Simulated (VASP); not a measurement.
Data:

```yaml
crystal:
  lattice:
    - [-2.08298, 2.08298, 2.08298]
    - [2.08298, -2.08298, 2.08298]
    - [2.08298, 2.08298, -2.08298]
  atoms:
    - { symbol: Na, position: [0.00000, 0.00000, 0.00000] }
```

Calculation: PBE GGA, VASP's PBE PAW potentials (set 64) (plane waves; VASP). Numerical set-up: 300 eV cut-off, 8×8×8 Γ-centred mesh, Fermi-Dirac smearing of 0.10 eV, potentials Na_pv.

Question: Give the energies of bands 4 to 6 at the high-symmetry points, in eV from the Fermi level.

Answer: 
| band | Γ | H | N | P |
|---|---|---|---|---|
| 4 | -3.37 | 4.52 | 0.73 | 2.71 |
| 5 | 11.86 | 4.52 | 1.21 | 2.71 |
| 6 | 11.86 | 4.95 | 8.27 | 2.71 |

It has no gap at this level: it comes out as a metal or semimetal.

The structure comes from a computed database's Na entry; how it stands against other phases isn't given here. The cell was not relaxed at this level.
